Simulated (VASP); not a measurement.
Input of a VASP 6.6.1 run:

Contents of INCAR:

```
SYSTEM = NbTe
ALGO = Fast ; EDIFF = 1E-6
ENCUT = 450 ; GGA = PE
ISIF = 2 ; ISMEAR = 0
LASPH = .TRUE. ; LCHARG = .TRUE.
LELF = .TRUE. ; LREAL = .FALSE.
LVHAR = .TRUE. ; LWAVE = .FALSE.
NBANDS = 16 ; NELM = 60
PREC = Accurate ; SIGMA = 0.02
```

The input KPOINTS:

```
k-points
0
G
  3 3 3
  0 0 0
```

POSCAR

```
NbTe
1.0
    3.7029743866      0.0000000000      0.0000000000
   -1.8514871933      3.2068698884      0.0000000000
    0.0000000000      0.0000000000      3.6942110000
Te Nb
1 1
Direct
    0.6666666667      0.3333333333      0.0000000000
    0.0000000000      0.0000000000      0.5000000000
```

Potentials or basis: VASP PAW PBE potentials, release 64 (Te_GW, Nb_sv_GW).

Command:

```console
$ cat potpaw_PBE.64/Te_GW/POTCAR potpaw_PBE.64/Nb_sv_GW/POTCAR > POTCAR
$ mpirun -np 1 vasp_std > vasp.out
```

Task: Estimate the pressure.

Result: 0.6 GPa.

Task: What does it give for the band gap on the k mesh?

Result: None (metal or under the smearing width).

Stress tensor (GPa, compression positive):
```
-2.60  0.00  0.00
 0.00 -2.60  0.00
 0.00  0.00  6.99
```

Caveat: the k mesh is coarse (spacing up to 0.65 Å⁻¹), so the values aren't converged. Spin-orbit coupling is left out, which matters for the levels of Te.
